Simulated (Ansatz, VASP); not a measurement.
# Pt (Pt wire along [110], 7 atoms a period) in two plane-wave programs

Wanted: the spread between two codes on one cell, functional and k mesh. Of the first pair: The structure shown is the start of the Ansatz relaxation below; VASP solves that cell, so the two are compared at the walk's first step.

Main program and level: Ansatz 0.2.0; plane waves, with VASP 6.6.1 beside it; single point at PBE.

### 1. Set-up

The cell holds 7 atoms: 7 Pt. Cell: a = 10.770 Å, b = 12.414 Å, c = 2.807 Å, α = 90.0°, β = 90.0°, γ = 90.0°. Vacuum lies along a and b. The structure's axis is c.

### 2. Ansatz: relaxation, PBE

Ansatz runs on its PAW soft_1 files.

The two programs are compared at the cell with which this relaxation starts, whose forces are those of its first step.

input.yaml reads:

```yaml
crystal:
  lattice:
    - [10.77, 0.0, 0.0]
    - [0.0, 12.414, 0.0]
    - [0.0, 0.0, 2.8072139213]
  atoms:
    - { symbol: Pt, position: [0.5, 0.72615014, 0.0] }
    - { symbol: Pt, position: [0.5, 0.500017232, 0.0] }
    - { symbol: Pt, position: [0.315691736, 0.386950778, 0.5] }
    - { symbol: Pt, position: [0.315691736, 0.613083686, 0.5] }
    - { symbol: Pt, position: [0.684308264, 0.386950778, 0.5] }
    - { symbol: Pt, position: [0.684308264, 0.613083686, 0.5] }
    - { symbol: Pt, position: [0.5, 0.273884324, 0.0] }
kpoints:
  mp_grid: { grid: [1, 1, 29] }
scf:
  occupations: { method: fermi_dirac, width: 0.05 }
hamiltonian:
  xc: pbe
  pseudopotentials: { kind: paw, azcp: { folder: soft_1 } }
relax:
  cell: { fix: [a, b, alpha, beta, gamma] }
  max_steps: 45
  f_tol: 0.03
```

Started as:

```console
$ ansatz run input.yaml --threads 4 --pin off --max-ram 16384MiB --backend cpu --events-out ev --progress --plain --runs-dir out
```

Numbers of over 12 decimals in the logs are rounded to 6 here.

Log:

```text
Engine: ansatz 0.2.0, aarch64-unknown-linux-gnu
Pseudopotentials: kind: paw
Pseudopotential: Pt, paw, valence charge 18, recommended cutoff 420 eV (normal), soft_1/Pt.paw.azcp
Functional definition: PBE
  parameter kappa = 0.804
  parameter beta = 0.066725
  exchange = pbe_x(kappa = kappa, mu = beta*pi^2/3)
  correlation = pbe_c(beta = beta)
Crystal: 7 atoms, lattice volume = 375.321 Å³
Basis set: ecut = 420 eV, 7351 PW (Γ), exchange–correlation on 144×180×40 points (8 copies of the dense FFT grid, shifted against one another)
Bands: 76, of which v1, the nominal top of the filled ones, is band 63 counted from 1 (62 counted from 0)
Symmetry: 8 space group operations
Space group: Pmmm (ITA 47), of the structure as read, at distance tolerance 7.2e-5 Å
k-points: 15 of 29
Non-local potential: Pt, projectors of the file, l = 0: 3, l = 1: 2, l = 2: 2, l = 3: 1
PAW form: soft (Blöchl's): semilocal exchange-correlation on the pseudo side does not see the compensation charge
PAW one-centre angular grid: Pt, 590 points (default); XC on 64 Gauss nodes
Initial density: superposition of atomic densities (neutral atoms: chi_scale 0, normalization atom)
Initial wavefunctions: pseudopotential atomic-orbital guess
Functional: x = pbe(κ = 0.804, μ = 0.219515), c = pbe(β = 0.066725)
SCF iter   1: F=—  HF=-87666.858178 eV  |F-HF|=—  |Δ(HF+E_count)|=         —  Δρ=4.37e-2  dr2=8.01e0  ethr=3.10e-3  ⟨swp⟩=6.5  Hψ=4237  notcnv=0  defer=2
preconditioner: auto → LDOS  [metal: Δε(μ)=0.012 eV  Ē_g=5.666 eV  σ=0.050 eV  W_gap=0.06  n_scr=52 (ndim 8)  ℏωp=16.0 eV  f_vac=0.579  D(μ)=14.74/eV (n_scr^D=116)  β→1.0]
SCF iter   2: F=—  HF=-87666.689298 eV  |F-HF|=—  |Δ(HF+E_count)|=   1.69e-1  Δρ=3.26e-2  dr2=8.17e0  ethr=3.10e-3  ⟨swp⟩=3.0  Hψ=3038  notcnv=0  defer=55
SCF iter   3: F=—  HF=-87664.950373 eV  |F-HF|=—  |Δ(HF+E_count)|=    1.74e0  Δρ=1.16e-2  dr2=9.60e-1  ethr=3.10e-3  ⟨swp⟩=2.1  Hψ=2286  notcnv=0  defer=71
SCF iter   4: F=—  HF=-87664.886769 eV  |F-HF|=—  |Δ(HF+E_count)|=   6.36e-2  Δρ=5.08e-3  dr2=4.02e-1  ethr=7.62e-4  ⟨swp⟩=2.1  Hψ=1936  notcnv=0  defer=67
SCF iter   5: F=—  HF=-87664.859066 eV  |F-HF|=—  |Δ(HF+E_count)|=   2.77e-2  Δρ=3.46e-3  dr2=9.62e-2  ethr=3.19e-4  ⟨swp⟩=2.3  Hψ=1415  notcnv=0  defer=67
SCF iter   6: F=—  HF=-87664.852323 eV  |F-HF|=—  |Δ(HF+E_count)|=   6.74e-3  Δρ=1.08e-3  dr2=6.73e-3  ethr=7.63e-5  ⟨swp⟩=1.9  Hψ=1382  notcnv=0  defer=67
SCF iter   7: F=—  HF=-87664.852232 eV  |F-HF|=—  |Δ(HF+E_count)|=   9.15e-5  Δρ=4.28e-4  dr2=9.16e-4  ethr=5.34e-6  ⟨swp⟩=2.0  Hψ=1383  notcnv=0  defer=67
SCF iter   8: F=—  HF=-87664.852434 eV  |F-HF|=—  |Δ(HF+E_count)|=   2.02e-4  Δρ=1.48e-4  dr2=1.17e-4  ethr=7.27e-7  ⟨swp⟩=2.1  Hψ=1576  notcnv=0  defer=67
SCF iter   9: F=—  HF=-87664.852428 eV  |F-HF|=—  |Δ(HF+E_count)|=   5.76e-6  Δρ=4.04e-5  dr2=8.76e-6  ethr=9.30e-8  ⟨swp⟩=2.1  Hψ=1495  notcnv=0  defer=67
SCF iter  10: F=—  HF=-87664.852700 eV  |F-HF|=—  |Δ(HF+E_count)|=   2.71e-4  Δρ=1.47e-5  dr2=1.37e-6  ethr=6.96e-9  ⟨swp⟩=2.0  Hψ=1664  notcnv=0  defer=67
SCF iter  11: F=—  HF=-87664.852700 eV  |F-HF|=—  |Δ(HF+E_count)|=   7.60e-8  Δρ=5.66e-6  dr2=2.26e-7  ethr=1.09e-9  ⟨swp⟩=2.0  Hψ=1584  notcnv=0  defer=67
SCF iter  12: F=-87664.852700 eV  HF=-87664.852700 eV  |F-HF|=1.13e-8  |Δ(HF+E_count)|=   2.02e-8  Δρ=2.18e-6  dr2=2.19e-8  ethr=7.94e-11  ⟨swp⟩=5.0  Hψ=4105  notcnv=0
SCF 1 converged in 12 iterations: F = -87664.852700 eV  dr2 = 2.19e-8
  greatest PAW one-centre occupation: 1.000 electrons in one spin orbital (limit 2), on the Pt atom at site 1 (counted from 0), in its partial waves of l = 0
relax step   1: F+E_penalty+E_count = -87664.85269957 eV  Δ(F+E_penalty+E_count) = +0.000e0 eV  max|allowed force component| = 1.040e0 eV/Å  Δτ_max = 0.0000 Å  P = -4.552 GPa  Ω = 375.321 Å³  fix = [a, b, alpha, beta, gamma]  reactions: a -2.738, b -3.154 GPa  (12 SCF iters, dr2 threshold 1.00e-7 eV, accepted)
[...]
relax step   4: F+E_penalty+E_count = -87665.60836337 eV  Δ(F+E_penalty+E_count) = -1.707e-2 eV  max|allowed force component| = 4.266e-2 eV/Å  Δτ_max = 0.0175 Å  P = +0.050 GPa  Ω = 351.032 Å³  energy of the carried Pulay correction = +3.161e-3 eV  fix = [a, b, alpha, beta, gamma]  reactions: a +0.082, b -0.031 GPa  (7 SCF iters, dr2 threshold 7.00e-7 eV, accepted)
[...]
relax step   5: F+E_penalty+E_count = -87665.60890264 eV  Δ(F+E_penalty+E_count) = -5.393e-4 eV  max|allowed force component| = 1.605e-2 eV/Å  Δτ_max = 0.0039 Å  P = +0.013 GPa  Ω = 351.162 Å³  energy of the carried Pulay correction = +3.143e-3 eV  fix = [a, b, alpha, beta, gamma]  reactions: a +0.050, b -0.032 GPa  (6 SCF iters, dr2 threshold 1.14e-7 eV, accepted)
[...]
relax step   6: F+E_penalty+E_count = -87665.60396982 eV  Δ(F+E_penalty+E_count) = +4.933e-3 eV  max|allowed force component| = 1.604e-2 eV/Å  Δτ_max = 0.0000 Å  P = +0.023 GPa  Ω = 351.162 Å³  fix = [a, b, alpha, beta, gamma]  reactions: a +0.056, b -0.027 GPa  stress off target by 4.11e-2 GPa on what of the cell is left free  SCF on the basis re-selected at this cell (its energy is not comparable with the rows above)  (8 SCF iters)
basis re-selected at this cell: Δ(F+E_penalty+E_count) = +4.933e-3 eV, ΔP = +0.010 GPa vs the last step (what re-selecting the basis moved, of the pressure what is left beyond the Pulay correction that the steps carried, after the strain that the cell walked since its last selection, with what the two solves' SCF thresholds leave and, on support functions, any second-order correction that the steps lacked; it is no measure of the basis error at this ecutwfc). The dense FFT grid was sized anew with the basis: this SCF ran on 72×90×18 points, the steps before it on 72×90×20, so part of this shift can come from that change (see relax.cell in the input reference). [rest of the remark cut]
SCF converged after 8 iterations
Free energy (F): -87665.603970 eV
Harris-Foulkes:  -87665.603970 eV  (|F-HF|=4.37e-11)
Internal energy: -87665.507971 eV  (E = F + TS)
E sigma→0 (E₀):  -87665.555971 eV
Entropy (-TS):   -0.095999 eV (-13.714 meV/atom)
Fermi energy:    3.109555 eV
--- Per-component energies (eV) ---
  E_band       = -3365.291886
  E_kinetic    = 4176.458291
  E_local      = -63326.417658  (includes V_loc(G=0)·N_el)
  E_nonlocal   = 1430.548049
  E_hartree    = 29233.989434
  E_xc         = -1617.363838
  E_vxc        = -1886.754430  (∫ρ·V_xc dr)
  E_paw        = -66389.287092  (= ΣΔE_a)
  E_vpaw       = -2227.113949  (= ΣTr[D̂ρ^β])
  E_aug_tail   = 0.007868  (compensation charges beyond the density's cutoff)
  E_ewald      = 8826.556975
  E_smearing   = -0.095999  (= −TS)
  E_closure    = 0.000000  (closes the sum)
  Σ components = -87665.603970   (vs F -87665.603970, Δ=0.00e0)
--- Forces (eV/Å), atoms counted from 1 ---
  atom   1  Pt     0.00000000     0.00153234     0.00000000
  atom   2  Pt     0.00000000     0.00000000     0.00000000
  atom   3  Pt    -0.00765824     0.01604335    -0.00000000
  atom   4  Pt    -0.00765824    -0.01604335    -0.00000000
  atom   5  Pt     0.00765824     0.01604335     0.00000000
  atom   6  Pt     0.00765824    -0.01604335     0.00000000
  atom   7  Pt     0.00000000    -0.00153234    -0.00000000
  max |Σ_I F_I| component: 2.60e-18 eV/Å
--- Stress (GPa, compression-positive) ---
        0.056142       0.000000       0.000000
        0.000000      -0.026909       0.000000
        0.000000       0.000000       0.041071
  P = ⅓ Tr σ = 0.0234 GPa (0.234 kbar)
--- Relaxed structure (5 steps of the walk, 5 accepted, 1 SCFs on fresh bases) ---
  F+E_penalty+E_count = -87665.60396982 eV   max|allowed force component| = 1.604e-2 eV/Å   (the final SCF, on the basis selected at the relaxed cell)
  cell:  # Å, volume = 351.1620 Å³
    - [10.77, 0, 0]
    - [0, 12.414, 0]
    - [0, 0, 2.626516]
  atoms:
    - { symbol: Pt, position: [0.5, 0.721021, 0] }
    - { symbol: Pt, position: [0.5, 0.500017232, 0] }
    - { symbol: Pt, position: [0.315032, 0.389481, 0.5] }
    - { symbol: Pt, position: [0.315032, 0.610554, 0.5] }
    - { symbol: Pt, position: [0.684968, 0.389481, 0.5] }
    - { symbol: Pt, position: [0.684968, 0.610554, 0.5] }
    - { symbol: Pt, position: [0.5, 0.279014, 0] }
```

### 3. VASP: single point, PBE, start cell, pair 1

The same cell, functional, mesh and smearing now go to VASP, with its own data sets.

Lines of VASP's logs that name or quote its potential files are left out, and so is its time.

INCAR reads:

```
SYSTEM = Pt
PREC = Accurate
ENCUT = 400
EDIFF = 1E-06
NELM = 120
ISMEAR = -1
SIGMA = 0.05
LREAL = .FALSE.
ALGO = Normal
GGA = PE
NBANDS = 43
LASPH = .TRUE.
LORBIT = 11
LWAVE = .FALSE.
LCHARG = .FALSE.
ISIF = 2
GGA_COMPAT = .FALSE.
KPAR = 2
```

POSCAR reads:

```
Pt
1.0
   10.7700000000      0.0000000000      0.0000000000
    0.0000000000     12.4140000000      0.0000000000
    0.0000000000      0.0000000000      2.8072140000
Pt
7
Direct
    0.5000000000      0.7261501531      0.0000000000
    0.5000000000      0.5000172386      0.0000000000
    0.3156917363      0.3869507814      0.5000000000
    0.3156917363      0.6130836958      0.5000000000
    0.6843082637      0.3869507814      0.5000000000
    0.6843082637      0.6130836958      0.5000000000
    0.5000000000      0.2738843242      0.0000000000
```

KPOINTS reads:

```
Automatic mesh
0
Gamma
1 1 29
0 0 0
```

PAW data sets: Pt (PBE family, release 64).

Started as:

```console
$ mpirun -np 2 vasp_std
```

Log:

```text
[banner, memory and clock lines left out]
running    2 mpi-ranks, on    1 nodes
 distrk:  each k-point on    1 cores,    2 groups
 distr:  one band on    1 cores,    1 groups

 POSCAR found type information on POSCAR Pt
 POSCAR found :  1 types and       7 ions
 LDA part: xc-table for (Slater+PW92), standard interpolation
 POSCAR, INCAR and KPOINTS ok, starting setup
 FFT: planning ... GRIDC
 FFT: planning ... GRID_SOFT
 FFT: planning ... GRID
 WAVECAR not read
 entering main loop
       N       E                     dE             d eps       ncg     rms          rms(c)
DAV:   1     0.404484954779E+03    0.40448E+03   -0.25014E+04  1290   0.109E+03
DAV:   2    -0.305416464466E+01   -0.40754E+03   -0.38262E+03  1686   0.229E+02
DAV:   3    -0.353920686509E+02   -0.32338E+02   -0.30323E+02  1592   0.612E+01
DAV:   4    -0.367367625386E+02   -0.13447E+01   -0.12808E+01  1724   0.116E+01
DAV:   5    -0.367866780579E+02   -0.49916E-01   -0.47229E-01  1712   0.203E+00    0.202E+01
DAV:   6    -0.354991486609E+02    0.12875E+01   -0.13103E+01  1420   0.167E+01    0.173E+01
DAV:   7    -0.358823260146E+02   -0.38318E+00   -0.11688E+01  1441   0.202E+01    0.124E+01
DAV:   8    -0.349084949901E+02    0.97383E+00   -0.94292E+00  1472   0.166E+01    0.640E+00
DAV:   9    -0.350257534032E+02   -0.11726E+00   -0.39052E+00  1442   0.975E+00    0.559E+00
DAV:  10    -0.346424350404E+02    0.38332E+00   -0.10465E+00  1471   0.745E+00    0.244E+00
DAV:  11    -0.346250107973E+02    0.17424E-01   -0.22038E-01  1530   0.227E+00    0.135E+00
DAV:  12    -0.346121160630E+02    0.12895E-01   -0.40676E-02  1457   0.132E+00    0.444E-01
DAV:  13    -0.346112258046E+02    0.89026E-03   -0.30157E-03  1556   0.276E-01    0.144E-01
DAV:  14    -0.346110483868E+02    0.17742E-03   -0.47816E-04  1618   0.111E-01    0.289E-02
DAV:  15    -0.346110049622E+02    0.43425E-04   -0.55514E-05  1573   0.306E-02    0.174E-02
DAV:  16    -0.346110060854E+02   -0.11232E-05   -0.29194E-05  1450   0.227E-02    0.152E-02
DAV:  17    -0.346110303126E+02   -0.24227E-04   -0.20747E-05  1556   0.215E-02    0.713E-03
DAV:  18    -0.346110722300E+02   -0.41917E-04   -0.29735E-06   926   0.768E-03    0.298E-03
DAV:  19    -0.346111131319E+02   -0.40902E-04   -0.24999E-06   969   0.448E-03    0.333E-03
DAV:  20    -0.346111253521E+02   -0.12220E-04   -0.73904E-07   873   0.310E-03    0.108E-03
DAV:  21    -0.346111313763E+02   -0.60242E-05   -0.72394E-07   910   0.181E-03    0.949E-04
DAV:  22    -0.346111320586E+02   -0.68233E-06   -0.10812E-07   752   0.104E-03
   1 F= -.34611132E+02 E0= -.34541707E+02  d E =-.138850E+00
```

Parts of OUTCAR (step 3):

```text
ion  position               nearest neighbor table
   1  0.500  0.726  0.000-   4 2.81   6 2.81   4 2.81   6 2.81   2 2.81
   2  0.500  0.500  0.000-   3 2.81   4 2.81   5 2.81   6 2.81   3 2.81   4 2.81   5 2.81   6 2.81
                             7 2.81   1 2.81
   3  0.316  0.387  0.500-   2 2.81   2 2.81   7 2.81   7 2.81   4 2.81
   4  0.316  0.613  0.500-   2 2.81   2 2.81   1 2.81   1 2.81   3 2.81
   5  0.684  0.387  0.500-   2 2.81   2 2.81   7 2.81   7 2.81   6 2.81
   6  0.684  0.613  0.500-   2 2.81   2 2.81   1 2.81   1 2.81   5 2.81
   7  0.500  0.274  0.000-   3 2.81   5 2.81   3 2.81   5 2.81   2 2.81

  LATTYP: Found a simple orthorhombic cell.
 ALAT       =     2.8072140000
 B/A-ratio  =     3.8365439899
 C/A-ratio  =     4.4221780028

 Subroutine GETGRP returns: Found  8 space group operations
 (whereof  4 operations were pure point group operations)

The static configuration has the point symmetry C_2v.
 The point group associated with its full space group is D_2h.

 Found     15 irreducible k-points:

   k-points           NKPTS =     15   k-points in BZ     NKDIM =     15   number of bands    NBANDS=     43

   dimension x,y,z NGX =    70 NGY =   84 NGZ =   18
   dimension x,y,z NGXF=   140 NGYF=  168 NGZF=   36

   ENCUT  =  400.0 eV  29.40 Ry    5.42 a.u.  17.56 20.24  4.58*2*pi/ulx,y,z

   NELECT =      70.0000    total number of electrons

 k-points in reciprocal lattice and weights: Automatic mesh
   0.00000000  0.00000000  0.00000000       0.034
   0.00000000  0.00000000  0.03448276       0.069
   0.00000000  0.00000000  0.06896552       0.069
   0.00000000  0.00000000  0.10344828       0.069
   0.00000000  0.00000000  0.13793103       0.069
   0.00000000  0.00000000  0.17241379       0.069
   0.00000000  0.00000000  0.20689655       0.069
   0.00000000  0.00000000  0.24137931       0.069
   0.00000000  0.00000000  0.27586207       0.069
[...]
0.00000000  0.00000000  0.44827586       0.069
   0.00000000  0.00000000  0.48275862       0.069

 average (electrostatic) potential at core
       1 -73.9698       2 -74.9487       3 -74.0358       4 -74.0358       5 -74.0358
       6 -74.0358       7 -73.9698

 E-fermi :  -0.8659

 k-point     1 :       0.0000    0.0000    0.0000
  band No.  band energies     occupation
    ...
     32      -1.2471      1.99902
     33      -0.9143      1.44990
     34      -0.8839      1.17792
     35      -0.8671      1.01193
     36      -0.8143      0.52532
     37      -0.7933      0.37963
     38      -0.7758      0.28344
     39      -0.5782      0.00633
     40      -0.4662      0.00067
     41      -0.1069      0.00000
    ...

 k-point     2 :       0.0000    0.0000    0.0345
  band No.  band energies     occupation
    ...
     34      -0.8769      1.11010
     35      -0.8592      0.93317
     36      -0.8475      0.81852
     37      -0.8435      0.78013
     38      -0.8129      0.51454
     39      -0.6232      0.01548
     40      -0.4447      0.00044
     41      -0.0224      0.00000
     42       1.1074      0.00000
     43       1.4721      0.00000

 k-point     3 :       0.0000    0.0000    0.0690
  band No.  band energies     occupation
    ...
     32      -1.1814      1.99637
     33      -1.0907      1.97794
     34      -1.0760      1.97051
     35      -0.9660      1.76200
     36      -0.8824      1.16393
     37      -0.7754      0.28116
     38      -0.7664      0.24056
     39      -0.7379      0.14363
     40      -0.3664      0.00009
     41       0.1777      0.00000
    ...

  Total       -6.5977604     -7.6132689    -18.2874475      0.0000000      0.0000000      0.0000000
  in kB      -28.1646370    -32.4996575    -78.0657812      0.0000000      0.0000000      0.0000000
  external PRESSURE =     -46.2433586 kB  Pullay stress =       0.0000000 kB

  energy-cutoff  :      400.00
  volume of cell :      375.32
      direct lattice vectors                 reciprocal lattice vectors
    10.770000000  0.000000000  0.000000000     0.092850511  0.000000000  0.000000000
     0.000000000 12.414000000  0.000000000     0.000000000  0.080554213  0.000000000
     0.000000000  0.000000000  2.807214000     0.000000000  0.000000000  0.356225069

 POSITION                                       TOTAL-FORCE (eV/Angst)
 -----------------------------------------------------------------------------------
      5.38500      9.01443      0.00000         0.000000     -1.056192      0.000000
      5.38500      6.20721      0.00000         0.000000      0.000000      0.000000
      3.40000      4.80361      1.40361         0.829791      0.303311     -0.000000
      3.40000      7.61082      1.40361         0.829791     -0.303311      0.000000
      7.37000      4.80361      1.40361        -0.829791      0.303311      0.000000
      7.37000      7.61082      1.40361        -0.829791     -0.303311      0.000000
      5.38500      3.40000      0.00000         0.000000      1.056192      0.000000
 -----------------------------------------------------------------------------------
    total drift:                               -0.000000     -0.000001     -0.000000

  FREE ENERGIE OF THE ION-ELECTRON SYSTEM (eV)
  ---------------------------------------------------
  free  energy   TOTEN  =       -34.6111320586 eV

  energy  without entropy=      -34.4722825307  energy(sigma->0) =      -34.54170729

 total charge
# of ion       s       p       d       tot
------------------------------------------
    1        0.583   0.324   8.049   8.956
    2        0.593   0.540   7.963   9.097
    3        0.592   0.323   8.037   8.952
    4        0.592   0.323   8.037   8.952
    5        0.592   0.323   8.037   8.952
    6        0.592   0.323   8.037   8.952
    7        0.583   0.324   8.049   8.956
--------------------------------------------------
tot          4.128   2.480  56.210  62.818

[... 3 further parts left out ...]
```

### 4. Comparison

Known differences besides the potentials themselves: the data sets hold 126 valence electrons in Ansatz (on its PAW soft_1 files) and 70 in VASP; the cutoff is 420 eV in Ansatz and 400 eV in VASP. Total energies have different zeros and are not compared.

Forces (eV/Å; atoms numbered as in POSCAR):

```csv
atom,"Ansatz x, y, z","VASP x, y, z"
Pt1,"0.000, -1.040, 0.000","0.000, -1.056, 0.000"
Pt2,"0.000, 0.000, 0.000","0.000, 0.000, 0.000"
Pt3,"0.819, 0.297, 0.000","0.830, 0.303, 0.000"
Pt4,"0.819, -0.297, 0.000","0.830, -0.303, 0.000"
Pt5,"-0.819, 0.297, 0.000","-0.830, 0.303, 0.000"
Pt6,"-0.819, -0.297, 0.000","-0.830, -0.303, 0.000"
Pt7,"0.000, 1.040, 0.000","0.000, 1.056, 0.000"
```

The forces differ by 7.6 meV/Å r.m.s., which is 1.5 % of the r.m.s. force of 0.505 eV/Å (both taken over all components).

(Part 1 of 2 ends here.)

[Lines on the potential files, build, host, timing and source positions are cut from VASP's logs without a mark.]

[Logs are printed without paths, hosts, clocks, repeated set-up lines and the standing remarks that a program may print on its own settings, such as how far it seeks lower states.]

[Hosts, paths, dates, database ids (printed as entryN), source tags and the programs' standing remarks are cut or masked in the printed files.]
